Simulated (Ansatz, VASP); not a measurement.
# Two plane-wave programs on BaCuSeO

```
Ba Se Cu O
1.0
     4.30966    0.00000    0.00000
     0.00000    4.30966    0.00000
     0.00000    0.00000    9.78156
Ba Se Cu O
2 2 2 2
Cartesian
  2.1548 0.0000 3.5192
  0.0000 2.1548 6.2624
  0.0000 2.1548 1.2747
  2.1548 0.0000 8.5069
  0.0000 0.0000 0.0000
  2.1548 2.1548 0.0000
  0.0000 0.0000 4.8908
  2.1548 2.1548 4.8908
```

The cell comes from a database or a generator and needn't be the stable form of this composition.

Alike in both runs: task single point; functional PBEsol; k mesh 6 × 6 × 3; occupations gaussian, width 0.02 eV; no spin polarisation.

|  | VASP | Ansatz |
| --- | --- | --- |
| version | VASP 6.6.1 | Ansatz 0.2.0 |
| potentials or method | VASP PAW PBE potentials, release 54 (Ba_sv, Se, Cu, O) | Ansatz PAW |
| plane-wave cutoff (eV) | 520 | 420 |
| valence electrons in the cell | 66 | 102 |

Ansatz gave:

```
gap on the k mesh at the Fermi level (eV)       : none
pressure (GPa)                                  : -4.5
largest component of the traceless stress (GPa) : 0.73
rms of the force components (eV/Å)              : 0.237
```

**Question.** What did VASP give for the same quantities?

**Answer.** gap on the k mesh at the Fermi level (eV): none; pressure (GPa): -3.4; largest component of the traceless stress (GPa): 0.59; rms of the force components (eV/Å): 0.152.

Atom by atom the forces differ by 0.096 eV/Å (rms over components). A gap of «none» marks a metal or a gap that the smearing closes. The two sets of potentials don't hold the same shells in valence.

Caveats: the run has no spin polarisation, though such a crystal can be magnetic; semilocal functionals often make such compounds metallic where correlation or magnetic order opens a gap, which also shifts bond lengths; the PAW data sets were made with another functional, which shifts forces and pressure a little (VASP); the PAW data sets come from PBE, with cores solved anew for the run's functional, which leaves a small shift of forces and pressure (Ansatz). Spin-orbit coupling is left out, which matters for the levels of Ba. With open d or f shells a metallic result of PBEsol can be an artefact of self-interaction; +U or a hybrid may open a gap.
